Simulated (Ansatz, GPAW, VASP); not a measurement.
# Rb3Ba: programs and potentials compared

```
CELL_PARAMETERS angstrom
-3.37146 3.37146 7.37135
3.37146 -3.37146 7.37135
3.37146 3.37146 -7.37135
ATOMIC_POSITIONS crystal
Ba 0.00000 0.00000 0.00000
Rb 0.50000 0.50000 0.00000
Rb 0.25000 0.75000 0.50000
Rb 0.75000 0.25000 0.50000
```

The cell comes from a database or a generator and needn't be the stable form of this composition.

Alike in all runs: task single point; functional PBE; k mesh 6 × 6 × 6; occupations fermi-dirac, width 0.05 eV; no spin polarisation; no spin-orbit coupling. Pressure is positive in compression and, in plane waves, holds the error of the finite cutoff, which Ansatz's Pulay term estimates and takes out.

```tsv
program and potentials	plane-wave cutoff (eV)	notes	band gap (eV)	pressure (GPa)
Ansatz, Ansatz PAW	420	-	no gap	-0.01
GPAW, GPAW PAW data sets (gpaw-data 1.2.1)	600	-	?	?
VASP, PBE PAW files Ba_sv, Rb_sv, 520 eV	520	-	no gap	-0.01
```

Estimate from the other rows what the run with GPAW, GPAW PAW data sets (gpaw-data 1.2.1) gave.

No band gap; pressure -0.02 GPa. The other rows, which needn't bracket it: pressure -0.01.
